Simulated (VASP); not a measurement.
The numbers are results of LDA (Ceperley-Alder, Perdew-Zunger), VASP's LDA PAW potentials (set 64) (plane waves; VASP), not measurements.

The input files of a VASP run:

### INCAR
```
ALGO  =  Normal
EDIFF  =  1E-6
ENCUT  =  300
ISIF  =  2
ISMEAR  =  -1
LASPH  =  .True.
LCHARG  =  .False.
LMAXMIX  =  6
LREAL  =  .False.
LWAVE  =  .False.
NELM  =  100
PREC  =  Accurate
SIGMA  =  0.1
SYSTEM  =  TaOs3
```

KPOINTS:
```
Automatic mesh
0
Gamma
7 7 7
0 0 0
```

File POSCAR:
```
TaOs3
1
    3.9149700000     0.0000000000     0.0000000000
    0.0000000000     3.9149700000     0.0000000000
    0.0000000000     0.0000000000     3.9149700000
Ta Os
1 3
Direct
  0.0000000000   0.0000000000   0.0000000000
  0.0000000000   0.5000000000   0.5000000000
  0.5000000000   0.0000000000   0.5000000000
  0.5000000000   0.5000000000   0.0000000000
```

POTCAR, in this order: Ta_pv Os (LDA.64 set). Program: vasp_std.

At this cut-off the stress carries a Pulay error, which pulls relaxed volumes low. Unless said otherwise, spin-orbit coupling is left out, though it shifts the bands of the heavy elements here.

### Question
What does the run give for the energy per atom (σ→0), pressure, band gap (on the k-mesh)?

### Answer

```json
{
  "energy per atom (σ→0)": "-12794 meV/atom",
  "band gap (on the k-mesh)": "none (metal, semimetal or under 0.01 eV)",
  "pressure": "-12.86 GPa"
}
```

OSZICAR:
```
...
DAV:   7    -0.513268112064E+02    0.58756E+00   -0.25098E+00  1077   0.100E+01    0.521E+00
DAV:   8    -0.512446451969E+02    0.82166E-01   -0.49433E-01  1206   0.436E+00    0.654E-01
DAV:   9    -0.512384884800E+02    0.61567E-02   -0.18600E-02  1107   0.109E+00    0.233E-01
DAV:  10    -0.512383051669E+02    0.18331E-03   -0.85425E-04  1239   0.205E-01    0.662E-02
DAV:  11    -0.512382983833E+02    0.67836E-05   -0.19285E-04  1308   0.717E-02    0.199E-02
DAV:  12    -0.512382919363E+02    0.64470E-05   -0.50425E-05  1286   0.424E-02    0.530E-03
DAV:  13    -0.512382916538E+02    0.28257E-06   -0.37852E-06   893   0.125E-02
   1 F= -.51238292E+02 E0= -.51175834E+02  d E =-.124916E+00
```

The structure comes from a computed database's TaOs3 entry (Pm-3m); how it stands against other phases isn't given here. The cell was not relaxed at this level. The run is one of a series of settings (GGA removed, POTCAR Ta_pv Os (LDA.64 set) against the base run), some of them coarse on purpose. The electron count is odd and the run is not spin-polarised, which forces a metal.
